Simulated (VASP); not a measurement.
Rh:

```
CELL_PARAMETERS angstrom
0.00000 1.89000 1.89000
1.89000 0.00000 1.89000
1.89000 1.89000 0.00000
ATOMIC_POSITIONS crystal
Rh 0.00000 0.00000 0.00000
```

The cell was built by a generator and needn't be a form met in nature.

* Program: VASP 6.6.1
* Task: relaxation of cell and atoms
* Functional: LDA
* Potentials or basis: VASP PAW LDA potentials, release 64 (Rh_pv)
* Cutoff: 600 eV
* k mesh: 18 × 18 × 18
* Occupations: methfessel-paxton, width 0.1 eV
* Spin: no spin polarisation

At the start: pressure -5.6 GPa; volume 13.50 Å³/atom.

Task: Where does the relaxation end?

Result: Over 4 steps the energy falls by 4.5 meV/atom and the volume is 13.25 Å³/atom (-1.8 %); space group Fm-3m (No. 225, to 0.05 Å).

Step by step:
```csv
step,energy change (eV),largest force (eV/Å),pressure (GPa),volume (Å³)
1,0.0000,0.0000,-5.65,13.50
2,0.0317,0.0000,18.57,12.59
3,-0.0045,0.0000,-0.13,13.26
4,-0.0045,0.0000,0.04,13.25
```

Final structure:
```
Rh
1.0
     0.00000    1.87829    1.87829
     1.87829    0.00000    1.87829
     1.87829    1.87829    0.00000
Rh
1
Direct
  0.00000 0.00000 0.00000
```
